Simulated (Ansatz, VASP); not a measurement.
# Cross-check of Sb (Antimony) between VASP and Ansatz

Aim: how closely do two programs agree when they are given the same cell, functional and k mesh? The cell is taken from a series of runs on this material, whose earlier steps may have relaxed, scaled, displaced or heated it; both programs get it as it stands.

Program: Ansatz 0.2.0. Level of theory: plane waves, with VASP 6.6.1 beside it; zone-centre phonons at LDA. Results are calculated unless marked as measured.

## 1. The starting structure

Symmetry: R-3m, No. 166, trigonal system. Conventional cell: a = 4.307 Å, b = 4.307 Å, c = 11.048 Å, α = 90.00°, β = 90.00°, γ = 120.00°. Nearest to Sb lie 3 Sb at 2.91 Å.

As a file:

```cif
data_structure
_symmetry_space_group_name_H-M 'R-3m:H'
_symmetry_Int_Tables_number 166
_cell_length_a 4.3071
_cell_length_b 4.3071
_cell_length_c 11.0476
_cell_angle_alpha 90.000
_cell_angle_beta 90.000
_cell_angle_gamma 120.000
_cell_volume 177.49
loop_
_atom_site_label
_atom_site_type_symbol
_atom_site_symmetry_multiplicity
_atom_site_Wyckoff_symbol
_atom_site_fract_x
_atom_site_fract_y
_atom_site_fract_z
_atom_site_occupancy
Sb1 Sb 6 c 0.00000 0.00000 0.23530 1
```

## 2. Ansatz: zone-centre phonons, LDA

Ansatz runs on its default PAW (the set named soft_2) files.

Second derivatives magnify differences that forces hide, and they need a tight electronic threshold.

Contents of input.yaml:

```yaml
crystal:
  lattice:
    - [2.1535745514, 1.2433668469, 3.6825418144]
    - [-2.1535745514, 1.2433668469, 3.6825418144]
    - [0.0, -2.4867336939, 3.6825418144]
  atoms:
    - { symbol: Sb, position: [0.2353017912, 0.2353017912, 0.2353017912] }
    - { symbol: Sb, position: [0.7646982088, 0.7646982088, 0.7646982088] }
kpoints:
  mp_grid: { grid: [15, 15, 15] }
hamiltonian:
  xc: lda
scf:
  occupations: { method: methfessel_paxton, width: 0.2 }
output:
  eigenvalues: true
phonons:
  method: dfpt
```

Started as:

```bash
$ ansatz run input.yaml --threads 8 --pin off --max-ram 14336MiB --backend cpu --events-out ev --progress --plain --runs-dir out
```

Numbers of over 12 decimals in the logs are rounded to 6 here.

The log of the run:

```text
Engine: ansatz 0.2.0, x86_64-unknown-linux-gnu
Pseudopotentials: kind: paw
Pseudopotential: Sb, paw, valence charge 15, recommended cutoff 420 eV (normal), Sb.paw.azcp
Functional definition: SPW92
  exchange = slater_x
  correlation = pw_c
Crystal: 2 atoms, lattice volume = 59.164 Å³
Basis set: ecut = 420 eV, 1171 PW (Γ), exchange–correlation on 60×60×60 points (8 copies of the dense FFT grid, shifted against one another)
Bands: 19, of which v1, the nominal top of the filled ones, is band 15 counted from 1 (14 counted from 0)
Symmetry: 12 space group operations
k-points: 904 of 3375 (irreducible under 2 space group operations, time reversal used)
Non-local potential: Sb, projectors of the file, l = 0: 2, l = 1: 2, l = 2: 2, l = 3: 2
PAW form: soft (Blöchl's): semilocal exchange-correlation on the pseudo side does not see the compensation charge
PAW frozen core: Sb, regenerated for the run's functional, and the local potential with it (the file was generated under x = pbe(κ = 0.804, μ = 0.219515), c = pbe(β = 0.066725))
PAW one-centre angular grid: Sb, 590 points (default); XC on 64 Gauss nodes
Initial density: superposition of atomic densities (neutral atoms: chi_scale 0, normalization atom), corrected by the library's trained network
Initial wavefunctions: pseudopotential atomic-orbital guess
Functional: x = slater, c = lda
SCF iter   1: F=—  HF=-12671.643266 eV  |F-HF|=—  |Δ(HF+E_count)|=         —  Δρ=6.40e-3  dr2=1.05e-2  ethr=1.77e-3  ⟨swp⟩=5.7  Hψ=84241  notcnv=0
preconditioner: auto → Kerker (q_TF=auto, 2.436 Å⁻¹)  [metal: Δε(μ)=0.087 eV  Ē_g=8.753 eV  σ=0.200 eV  W_gap=0.34  n_scr=14 (ndim 8)  ℏωp=15.3 eV  f_vac=0.001  D(μ)=0.15/eV (n_scr^D=0)]
SCF iter   2: F=—  HF=-12671.638228 eV  |F-HF|=—  |Δ(HF+E_count)|=   5.04e-3  S|Δr|=    0.00e0  Δρ=3.66e-3  dr2=3.47e-3  ethr=3.49e-5  ⟨swp⟩=1.8  Hψ=26841  notcnv=0
SCF iter   3: F=—  HF=-12671.636955 eV  |F-HF|=—  |Δ(HF+E_count)|=   1.27e-3  S|Δr|=    0.00e0  Δρ=5.95e-4  dr2=2.32e-4  ethr=1.16e-5  ⟨swp⟩=2.0  Hψ=26216  notcnv=0
SCF iter   4: F=—  HF=-12671.636860 eV  |F-HF|=—  |Δ(HF+E_count)|=   9.53e-5  S|Δr|=    0.00e0  Δρ=2.46e-4  dr2=2.97e-5  ethr=7.74e-7  ⟨swp⟩=2.0  Hψ=30745  notcnv=0
SCF iter   5: F=—  HF=-12671.636845 eV  |F-HF|=—  |Δ(HF+E_count)|=   1.55e-5  S|Δr|=    0.00e0  Δρ=9.83e-5  dr2=6.22e-6  ethr=9.89e-8  ⟨swp⟩=2.0  Hψ=30763  notcnv=0
SCF iter   6: F=—  HF=-12671.636842 eV  |F-HF|=—  |Δ(HF+E_count)|=   2.18e-6  S|Δr|=    0.00e0  Δρ=2.36e-5  dr2=4.56e-7  ethr=2.07e-8  ⟨swp⟩=2.0  Hψ=20458  notcnv=0
SCF iter   7: F=—  HF=-12671.636842 eV  |F-HF|=—  |Δ(HF+E_count)|=   4.11e-8  S|Δr|=    0.00e0  Δρ=8.10e-6  dr2=3.20e-8  ethr=1.52e-9  ⟨swp⟩=2.0  Hψ=20871  notcnv=0
SCF iter   8: F=—  HF=-12671.636842 eV  |F-HF|=—  |Δ(HF+E_count)|=   8.64e-9  S|Δr|=    0.00e0  Δρ=1.48e-6  dr2=1.13e-9  ethr=1.07e-10  ⟨swp⟩=2.0  Hψ=30695  notcnv=0
SCF iter   9: F=—  HF=-12671.636842 eV  |F-HF|=—  |Δ(HF+E_count)|=  3.57e-10  S|Δr|=    0.00e0  Δρ=3.39e-7  dr2=1.43e-10  ethr=3.77e-12  ⟨swp⟩=2.0  Hψ=30769  notcnv=0
SCF iter  10: F=—  HF=-12671.636842 eV  |F-HF|=—  |Δ(HF+E_count)|=  2.91e-11  S|Δr|=    0.00e0  Δρ=9.69e-8  dr2=1.23e-11  ethr=1.00e-12  ⟨swp⟩=1.0  Hψ=17176  notcnv=0
SCF iter  11: F=-12671.636842 eV  HF=-12671.636842 eV  |F-HF|=3.64e-12  |Δ(HF+E_count)|=  3.64e-12  S|Δr|=    0.00e0  Δρ=2.39e-8  dr2=4.16e-13  ethr=1.00e-12  ⟨swp⟩=5.9  Hψ=68055  notcnv=0
SCF 1 converged in 11 iterations: F = -12671.636842 eV  dr2 = 4.16e-13
  greatest PAW one-centre occupation: 0.998 electrons in one spin orbital (limit 2), on the Sb atom at site 1 (counted from 0), in its partial waves of l = 2
DFPT response loops at Γ: preconditioner auto → Kerker (q_TF=auto, 2.436 Å⁻¹) (partly filled bands, converged f_vac=0.001); β = 1.00, the filter's whole step (`scf.mixing.beta` (0.50) is not read by the response loops under this deck's `scf.mixing.preconditioner`; to damp them name `kerker` or `kerker_dos`, under which they read `scf.mixing.beta`, and type it under 1.00, their step now; both keys bind the ground state too); Broyden in place of MSR1
SCF converged after 11 iterations
Stability not checked: this state was not tested for a lower state beside it, because cold or Methfessel-Paxton smearing, or corrected tetrahedra, fill the levels in a way that the test cannot read (fill_not_monotonic; see scf.lower_state_search)
Free energy (F): -12671.636842 eV
Harris-Foulkes:  -12671.636842 eV  (|F-HF|=3.64e-12)
Internal energy: -12671.639165 eV  (E = F + TS)
E sigma→0 (E₀):  -12671.637423 eV
Entropy (-TS):   0.002322 eV (1.161 meV/atom)
Fermi energy:    10.013967 eV
--- Per-component energies (eV) ---
  E_band       = -337.658605
  E_kinetic    = 417.243427
  E_local      = -3165.692873  (includes V_loc(G=0)·N_el)
  E_nonlocal   = 732.637891
  E_hartree    = 1431.804804
  E_xc         = -276.244825
  E_vxc        = -195.298811  (∫ρ·V_xc dr)
  E_paw        = -8852.980794  (= ΣΔE_a)
  E_vpaw       = -990.157842  (= ΣTr[D̂ρ^β])
  E_aug_tail   = -0.000004  (compensation charges beyond the density's cutoff)
  E_ewald      = -2959.524437
  E_core_change = 1.117647  (= ΣΔE_core)
  E_smearing   = 0.002322  (= −TS)
  E_closure    = -0.000000  (closes the sum)
  Σ components = -12671.636842   (vs F -12671.636842, Δ=0.00e0)
--- Band table (eV; the first three rows and the last of 904) ---
  k-point 0: bands = [... 11 lower, 5.1995, 8.0542, 8.2116, 8.2116, 12.3246, 12.8331, 12.8331, 15.1343]
  k-point 1: bands = [... 11 lower, 4.9580, 8.0740, 8.2048, 8.3210, 12.2758, 12.6851, 12.6932, 14.8969]
  k-point 2: bands = [... 11 lower, 4.3576, 8.0886, 8.1890, 8.5846, 12.0715, 12.3123, 12.3184, 14.6395]
  k-point 903: bands = [... 11 lower, 0.8751, 7.9536, 8.5509, 9.5433, 10.2919, 10.3249, 11.6336, 17.0329]
--- Phonons (Γ-DFPT): 2 representative perturbations + reference, on 904 of 3375 k-points (Σ response iterations 6) ---
  k mesh reduced under 2 symmetry operations, with k and −k counted as one. Each operation leaves every solved perturbation unchanged. A smaller set is not used because it would not reduce the number of displacements times k-points to solve
  ASR residual: 2.454e-5 → 0.000e0 eV/Å²; symmetrization residual: 2.243e-5 eV/Å²
  ASR residual per site (eV/Å²): 2.45e-5 2.45e-5
  Γ frequencies (cm⁻¹): 0.00 0.00 0.00 92.46 92.46 142.30
  non-analytic LO–TO correction: not included (Born effective charges unavailable; polar crystals: no LO–TO splitting at Γ)
```

Reading the cycles: dr2 is the Hartree energy of the density residual (eV), the measure of convergence; HF is the Harris–Foulkes estimate of the energy, which meets the free energy F at convergence.

## 3. VASP: zone-centre phonons, LDA

The same cell, functional (in two slightly different forms), mesh and smearing now go to VASP, with its own data sets.

Lines of VASP's logs that name or quote its potential files are left out, and so is its time.

Contents of INCAR:

```
SYSTEM = Sb
PREC = Accurate
ENCUT = 500
EDIFF = 1E-08
NELM = 120
ISMEAR = 1
SIGMA = 0.2
LREAL = .FALSE.
ALGO = Normal
GGA = CA
NBANDS = 11
LORBIT = 11
LWAVE = .FALSE.
LCHARG = .FALSE.
ISIF = 2
IBRION = 8
LASPH = .TRUE.
GGA_COMPAT = .FALSE.
KPAR = 2
```

Contents of POSCAR:

```
Sb
1.0
    2.1535745514      1.2433668469      3.6825418144
   -2.1535745514      1.2433668469      3.6825418144
    0.0000000000     -2.4867336939      3.6825418144
Sb
2
Direct
    0.2353017912      0.2353017912      0.2353017912
    0.7646982088      0.7646982088      0.7646982088
```

Contents of KPOINTS:

```
Automatic mesh
0
Gamma
15 15 15
0 0 0
```

PAW data sets: Sb (LDA family, release 64).

Started as:

```bash
$ mpirun -np 2 vasp_std
```

The log of the run:

```text
[banner, memory and clock lines left out]
running    2 mpi-ranks, on    1 nodes
 distrk:  each k-point on    1 cores,    2 groups
 distr:  one band on    1 cores,    1 groups

 POSCAR found type information on POSCAR Sb
 POSCAR found :  1 types and       2 ions
 LDA part: xc-table for (Slater(with rela. corr.)+CA(PZ))
 , standard interpolation
 POSCAR, INCAR and KPOINTS ok, starting setup
 FFT: planning ... GRIDC
 FFT: planning ... GRID_SOFT
 FFT: planning ... GRID
 WAVECAR not read
 entering main loop
       N       E                     dE             d eps       ncg     rms          rms(c)
DAV:   1     0.364821934986E+02    0.36482E+02   -0.35144E+03  7568   0.695E+02
DAV:   2    -0.759971056857E+01   -0.44082E+02   -0.42814E+02 10278   0.114E+02
DAV:   3    -0.963071818272E+01   -0.20310E+01   -0.19996E+01  9182   0.279E+01
DAV:   4    -0.964936285762E+01   -0.18645E-01   -0.18641E-01  8538   0.319E+00
DAV:   5    -0.964958695612E+01   -0.22410E-03   -0.22410E-03  8771   0.391E-01    0.319E+00
DAV:   6    -0.963351016304E+01    0.16077E-01   -0.37499E-03  8519   0.329E-01    0.190E+00
DAV:   7    -0.962452752476E+01    0.89826E-02   -0.80042E-03  8327   0.476E-01    0.561E-02
DAV:   8    -0.962453508394E+01   -0.75592E-05   -0.24097E-04  8495   0.110E-01    0.192E-02
DAV:   9    -0.962453924910E+01   -0.41652E-05   -0.17301E-05  8687   0.256E-02    0.690E-03
DAV:  10    -0.962453886201E+01    0.38709E-06   -0.20462E-06  8573   0.788E-03    0.997E-04
DAV:  11    -0.962453890448E+01   -0.42468E-07   -0.17224E-07  8552   0.266E-03    0.390E-04
DAV:  12    -0.962453890452E+01   -0.46953E-10   -0.11467E-08  5353   0.594E-04
   1 F= -.96245389E+01 E0= -.96253255E+01  d E =0.235990E-02
 Linear response reoptimize wavefunctions to high precision
DAV:   1    -0.962453890474E+01   -0.21970E-09   -0.22164E-09  7269   0.316E-04
DAV:   2    -0.962453890476E+01   -0.13699E-10   -0.14526E-10  4336   0.866E-05
 Linear response DOF=           2
 Linear response progress:
  Degree of freedom:   1/  2
       N       E                     dE             d eps       ncg     rms          rms(c)
RMM:   1    -0.259603453156E-01   -0.25960E-01    0.22248E-02 75693   0.121E+00
RMM:   2    -0.256678107604E-01    0.29253E-03   -0.17439E-03 58497   0.251E-01    0.490E-02
RMM:   3    -0.256637871723E-01    0.40236E-05   -0.48381E-05 61789   0.415E-02    0.288E-02
RMM:   4    -0.257030512374E-01   -0.39264E-04   -0.21904E-05 62106   0.199E-02    0.239E-03
RMM:   5    -0.257093546024E-01   -0.63034E-05   -0.19111E-06 63266   0.380E-03    0.102E-03
RMM:   6    -0.257108161754E-01   -0.14616E-05   -0.59913E-08 60385   0.923E-04    0.318E-04
RMM:   7    -0.257099905106E-01    0.82566E-06    0.20259E-07 64447   0.234E-04    0.855E-05
RMM:   8    -0.257099528456E-01    0.37665E-07    0.79981E-08 65775   0.484E-05    0.183E-05
RMM:   9    -0.257099467143E-01    0.61313E-08    0.13050E-10 65531   0.142E-05    0.192E-06
 first order change of Fermi-energy  -0.13542E-04
 force on displaced ion       1 direction 1 :  -2.075   0.000   0.000
 Linear response progress:
  Degree of freedom:   2/  2
       N       E                     dE             d eps       ncg     rms          rms(c)
RMM:   1    -0.271195514398E-01   -0.27120E-01    0.14777E-02 14904   0.122E+00
RMM:   2    -0.258720745442E-01    0.12475E-02   -0.17250E-03 11816   0.262E-01    0.484E-02
RMM:   3    -0.257687990429E-01    0.10328E-03   -0.49526E-05 12583   0.457E-02    0.289E-02
RMM:   4    -0.256948012738E-01    0.73998E-04   -0.32181E-05 12232   0.255E-02    0.725E-03
RMM:   5    -0.257006663289E-01   -0.58651E-05   -0.17237E-06 12682   0.523E-03    0.257E-03
RMM:   6    -0.257022915823E-01   -0.16253E-05   -0.16117E-07 12788   0.111E-03    0.791E-04
RMM:   7    -0.257016122675E-01    0.67931E-06    0.69770E-08 12933   0.338E-04    0.227E-04
RMM:   8    -0.257016470070E-01   -0.34739E-07    0.21826E-08 13103   0.602E-05    0.279E-05
RMM:   9    -0.257016691156E-01   -0.22109E-07   -0.16800E-10 13154   0.213E-05    0.166E-05
RMM:  10    -0.257016692766E-01   -0.16105E-09    0.42405E-10 13234   0.796E-06    0.360E-06
 first order change of Fermi-energy  -0.15103E+00
 force on displaced ion       1 direction 3 :   0.000   0.000  -4.714
 Linear response finished
```

OUTCAR, selected parts (step 3):

```text
ion  position               nearest neighbor table
   1  0.235  0.235  0.235-   2 2.91   2 2.91   2 2.91   2 3.30   2 3.30   2 3.30
   2  0.765  0.765  0.765-   1 2.91   1 2.91   1 2.91   1 3.30   1 3.30   1 3.30

  LATTYP: Found a trigonal (rhomboedric) cell.
 ALAT       =     4.4435299796
 COS(alpha) =     0.5302210125

 Subroutine GETGRP returns: Found 12 space group operations
 (whereof 12 operations were pure point group operations)

The static configuration has the point symmetry D_3d.

 Found    344 irreducible k-points:

   k-points           NKPTS =    344   k-points in BZ     NKDIM =    344   number of bands    NBANDS=     11

   dimension x,y,z NGX =    32 NGY =   32 NGZ =   32
   dimension x,y,z NGXF=    64 NGYF=   64 NGZF=   64

   ENCUT  =  500.0 eV  36.75 Ry    6.06 a.u.   8.10  8.10  8.10*2*pi/ulx,y,z

   NELECT =      10.0000    total number of electrons

 k-points in reciprocal lattice and weights: Automatic mesh
   0.00000000  0.00000000  0.00000000       0.000
   0.06666667 -0.00000000  0.00000000       0.002
   0.13333333  0.00000000 -0.00000000       0.002
   0.20000000 -0.00000000  0.00000000       0.002
   0.26666667  0.00000000 -0.00000000       0.002
   0.33333333  0.00000000  0.00000000       0.002
   0.40000000 -0.00000000 -0.00000000       0.002
   0.46666667 -0.00000000  0.00000000       0.002
   0.06666667  0.06666667  0.00000000       0.002
[...]
0.46666667  0.46666667  0.46666667       0.001
  -0.46666667  0.46666667  0.46666667       0.002

 average (electrostatic) potential at core
       1 -86.5278       2 -86.5278

  Total       -0.1234156     -0.1234156     -0.1592749      0.0000000      0.0000000      0.0000000
  in kB       -3.3421225     -3.3421225     -4.3132006      0.0000000      0.0000000      0.0000000
  external PRESSURE =      -3.6658152 kB  Pullay stress =       0.0000000 kB

  energy-cutoff  :      500.00
  volume of cell :       59.16
      direct lattice vectors                 reciprocal lattice vectors
     2.153574551  1.243366847  3.682541814     0.232172134  0.134044644  0.090517189
    -2.153574551  1.243366847  3.682541814    -0.232172134  0.134044644  0.090517189
     0.000000000 -2.486733694  3.682541814     0.000000000 -0.268089288  0.090517189

 POSITION                                       TOTAL-FORCE (eV/Angst)
 -----------------------------------------------------------------------------------
      0.00000     -0.00000      2.59953         0.000000     -0.000000      0.063636
      0.00000     -0.00000      8.44810         0.000000      0.000000     -0.063636
 -----------------------------------------------------------------------------------
    total drift:                               -0.000000     -0.000000     -0.000000

 Eigenvectors and eigenvalues of the dynamical matrix
 ----------------------------------------------------

   1 f  =    4.350490 THz    27.334936 2PiTHz  145.116730 cm-1    17.992173 meV
             X         Y         Z           dx          dy          dz
      0.000000 -0.000000  2.599526     0.000000   -0.000000    0.707107
      0.000000 -0.000000  8.448099    -0.000000    0.000000   -0.707107

   2 f  =    2.886447 THz    18.136081 2PiTHz   96.281509 cm-1    11.937380 meV
             X         Y         Z           dx          dy          dz
      0.000000 -0.000000  2.599526     0.707107   -0.000001   -0.000000
      0.000000 -0.000000  8.448099    -0.707107    0.000001    0.000000

   3 f  =    2.886447 THz    18.136081 2PiTHz   96.281509 cm-1    11.937380 meV
             X         Y         Z           dx          dy          dz
      0.000000 -0.000000  2.599526     0.000001    0.707107    0.000000
      0.000000 -0.000000  8.448099    -0.000001   -0.707107   -0.000000

   4 f  =    0.000000 THz     0.000000 2PiTHz    0.000001 cm-1     0.000000 meV
             X         Y         Z           dx          dy          dz
      0.000000 -0.000000  2.599526    -0.703265    0.072226   -0.014190
      0.000000 -0.000000  8.448099    -0.703265    0.072226   -0.014190

   5 f/i=    0.000000 THz     0.000000 2PiTHz    0.000002 cm-1     0.000000 meV
             X         Y         Z           dx          dy          dz
      0.000000 -0.000000  2.599526     0.072356    0.653334   -0.260613
      0.000000 -0.000000  8.448099     0.072356    0.653334   -0.260613

   6 f/i=    0.000000 THz     0.000000 2PiTHz    0.000002 cm-1     0.000000 meV
             X         Y         Z           dx          dy          dz
      0.000000 -0.000000  2.599526     0.013509    0.260650    0.657175
      0.000000 -0.000000  8.448099     0.013509    0.260650    0.657175

 ELASTIC MODULI CONTR FROM IONIC RELAXATION (kBar)
 Direction    XX          YY          ZZ          XY          YZ          ZX
 --------------------------------------------------------------------------------
 XX        -103.1523    -72.0770   -146.6616     -0.0000     58.5141      0.0000
 YY         -72.0770   -103.1523   -146.6616      0.0000    -58.5141     -0.0000
 ZZ        -146.6616   -146.6616   -245.5025     -0.0000      0.0000      0.0000
 XY          -0.0000      0.0000     -0.0000    -15.5376      0.0000     55.3926
 YZ          58.5141    -58.5141      0.0000      0.0000   -220.3621     -0.0000
 ZX           0.0000     -0.0000      0.0000     55.3926     -0.0000   -197.4780
 --------------------------------------------------------------------------------
```

## 4. Side by side

Known differences besides the potentials themselves: the two LDA forms differ slightly; the data sets hold 30 valence electrons in Ansatz (on its default PAW (the set named soft_2) files) and 10 in VASP; the cutoff is 420 eV in Ansatz and 500 eV in VASP; VASP's log shows a relativistic correction to its local exchange, Ansatz's none. Total energies have different zeros and are not compared.

Both answers:

```csv
quantity,Ansatz,VASP,difference
optical mode 1 to 2 (cm⁻¹),92.5,96.3,-3.97 %
optical mode 3 (cm⁻¹),142.3,145.1,-1.94 %
```

Modes are paired by rising frequency, not by their patterns, so a pair may set unlike modes beside each other; they are those without the splitting of longitudinal modes.

## 5. Results

| Quantity | Value |
| --- | --- |
| r.m.s. difference of the optical zone-centre modes, each program's sorted by frequency (zone-centre phonons, LDA) | 3.5 cm⁻¹ |
| difference in optical mode 1 to 2 (zone-centre phonons, LDA) | -4.0 % |

In words: The r.m.s. difference of the optical zone-centre modes, each program's sorted by frequency is 3.5 cm⁻¹ (zone-centre phonons, LDA). The data sets hold unlike numbers of valence electrons (30 in Ansatz and 10 in VASP), so part of the differences comes from the potentials. Among the rows given in per cent, the largest difference of the zone-centre phonons, LDA pair is in optical mode 1 to 2, -4.0 %. Such differences can come from data sets, numerical settings and the points named under the comparisons, not from the functional's error against experiment.

[Lines on the potential files, build, host, timing and source positions are cut from VASP's logs without a mark.]

[Logs are printed without paths, hosts, clocks, repeated set-up lines and the standing remarks that a program may print on its own settings, such as how far it seeks lower states.]

[Hosts, paths, dates, database ids (printed as entryN), source tags and the programs' standing remarks are cut or masked in the printed files.]
